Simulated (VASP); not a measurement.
The system is Mg2CdS3.

```xyz
6
Lattice="3.8000 0.0000 0.0000 -1.9000 3.2909 0.0000 0.0000 0.0000 9.3100" Properties=species:S:1:pos:R:3 pbc="T T T"
Mg    0.0000    2.1939    6.2067
Mg    1.9000    1.0970    3.1033
Cd    0.0000    0.0000    0.0000
S     1.9000    1.0970    7.7583
S     0.0000    2.1939    1.5517
S     0.0000    0.0000    4.6550
```

The cell was built by a generator and needn't be a form met in nature.

| Property | Result |
| --- | --- |
| Program | VASP 6.6.1 |
| Task | relaxation of cell and atoms |
| Functional | PBE |
| Potentials or basis | VASP PAW PBE potentials, release 64 (Mg, Cd, S) |
| Cutoff | 520 eV |
| k mesh | 4 × 4 × 2 |
| Occupations | gaussian, width 0.15 eV |
| Spin | no spin polarisation |

At the start: pressure -1.4 GPa; volume 19.40 Å³/atom.

Question: How do energy, volume and symmetry change on relaxing?

Answer: Over 8 steps the energy falls by 17.5 meV/atom and the volume is 18.98 Å³/atom (-2.2 %); space group P-3m1 (No. 164, to 0.05 Å).

Step by step:
```tsv
step	energy change (eV)	largest force (eV/Å)	pressure (GPa)	volume (Å³)
1	0.0000	0.7789	-1.40	116.43
2	-0.0600	0.5180	0.16	113.58
3	-0.0662	0.2794	2.30	110.21
4	-0.0728	0.3173	1.60	111.55
5	-0.0999	0.2164	0.12	113.25
6	-0.1004	0.2118	0.08	113.52
7	-0.1044	0.0901	-0.18	113.74
8	-0.1049	0.0253	-0.26	113.89
```

Final structure:
```
Mg Cd S
1.0
     3.77744    0.00000    0.00000
    -1.88872    3.27136    0.00000
     0.00000    0.00000    9.21620
Mg Cd S
2 1 3
Cartesian
  0.0000 2.1809 6.1017
  1.8887 1.0905 3.1145
  0.0000 0.0000 0.0000
  1.8887 1.0905 7.5724
  0.0000 2.1809 1.6438
  0.0000 0.0000 4.6081
```

Caveat: the k mesh is coarse (spacing up to 0.48 Å⁻¹), so the values aren't converged.
